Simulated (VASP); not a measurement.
A run of VASP 6.6.1 is set up as follows.

Contents of INCAR:

```
PREC = Accurate ; ENCUT = 600
EDIFF = 1E-6 ; ISMEAR = 0
SIGMA = 0.1 ; LREAL = F
LASPH = T ; NELM = 80
ALGO = Normal ; ISIF = 3
LWAVE = F ; LCHARG = F
GGA = PE ; IBRION = 2
NSW = 90 ; EDIFFG = -0.04
```

KPOINTS

```
Automatic mesh
0
Gamma
  6 6 4
```

File POSCAR:

```
LiSi2C3
1.0
    3.0081409273      0.0000000000      0.0000000000
   -1.5040704636      2.6051264612      0.0000000000
    0.0000000000      0.0000000000      7.2982059502
Li Si C
1 2 3
Direct
    0.0000000000      0.0000000000      0.0000000000
    0.6666666667      0.3333333333      0.6918692152
    0.3333333333      0.6666666667      0.3081307848
    0.3333333333      0.6666666667      0.7913306347
    0.6666666667      0.3333333333      0.2086693653
    0.0000000000      0.0000000000      0.5000000000
```

Potentials or basis: VASP PAW PBE potentials, release 64 (Li_sv, Si, C).

The run is started by

```sh
$ cat potpaw_PBE.64/Li_sv/POTCAR potpaw_PBE.64/Si/POTCAR potpaw_PBE.64/C/POTCAR > POTCAR
$ mpirun -np 1 vasp_std > vasp.out
```

**Question.** What does it give for the band gap on the k mesh?

**Answer.** None (metal or under the smearing width).

Forces on the atoms (eV/Å):
```
Li   0.000  0.000  0.000
Si   0.000  0.000  0.005
Si   0.000  0.000 -0.005
C    0.000  0.000  0.028
C    0.000  0.000 -0.028
C    0.000  0.000  0.000
```

Caveat: the k mesh is coarse (spacing up to 0.40 Å⁻¹), so the values aren't converged; the relaxation stopped at its first step, so nothing moved.
